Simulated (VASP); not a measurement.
An input for Ansatz (written as the equivalent of a VASP run, and not itself run):

Ansatz 0.2 input:
```yaml
crystal:
  lattice:
    - [4.3140481, 0.0000000, 0.0000000]
    - [-2.1570240, 3.7360754, 0.0000000]
    - [0.0000000, 0.0000000, 7.0477302]
  atoms:
    - { symbol: In, position: [0.3333330, 0.6666670, 0.0001062] }
    - { symbol: In, position: [0.6666670, 0.3333330, 0.5001062] }
    - { symbol: As, position: [0.3333330, 0.6666670, 0.3748938] }
    - { symbol: As, position: [0.6666670, 0.3333330, 0.8748938] }
kpoints:
  mp_grid: { grid: [8, 8, 4] }
hamiltonian:
  xc: pbesol
  pseudopotentials: { kind: paw }
scf:
  occupations: { method: methfessel_paxton, width: 0.1 }
  max_iter: 100
relax:
  max_steps: 60
  f_tol: 0.02
  cell: {}
output: { forces: true, stress: true, eigenvalues: true }
```

**Question.** Translate this input to VASP (INCAR, KPOINTS, POSCAR, choice of POTCAR).

**Answer.** One answer among several that fit: 
POSCAR:
```
InAs
1
    4.3140480545     0.0000000000     0.0000000000
   -2.1570240272     3.7360753594    -0.0000000000
   -0.0000000000     0.0000000000     7.0477302336
In As
2 2
Direct
  0.3333330000   0.6666670000   0.0001062285
  0.6666670000   0.3333330000   0.5001062285
  0.3333330000   0.6666670000   0.3748937715
  0.6666670000   0.3333330000   0.8748937715
```

### INCAR
```
EDIFF = 1E-6
NELM = 100   ! most electronic steps
LMAXMIX = 4
LCHARG = .FALSE.
ENCUT = 400
ALGO = Normal   ! blocked Davidson
ISMEAR = 1   ! Methfessel-Paxton
PREC = Accurate
SIGMA = 0.1   ! width (eV)
GGA = PS
SYSTEM = InAs
IBRION = 2   ! conjugate gradients
LREAL = .FALSE.   ! projection in real space or not
NSW = 60   ! most ionic steps
LASPH = .TRUE.   ! aspherical one-centre terms
LWAVE = .FALSE.
ISIF = 3   ! ions, shape and volume
EDIFFG = -0.02   ! ionic stop
```

File KPOINTS:
```
kpoints
0
G
8 8 4
0 0 0
```

POTCAR, in this order: In_d As (PBE.64 set). Program: vasp_std.

The two are equivalent in intent, not identical: each code has its own PAW files, so the cut-off isn't converted (ENCUT is set for VASP's; basis.ecutwfc is left out, and Ansatz then takes the one that its files recommend); Ansatz stops its SCF on the density residual and VASP on the energy change (EDIFF).

The structure was generated: InAs was put into the wurtzite type (P6_3mc), which need not be its known phase. This run relaxes it. Symmetry was kept, so distortions that lower it aren't found. The start is the result of an earlier pass.
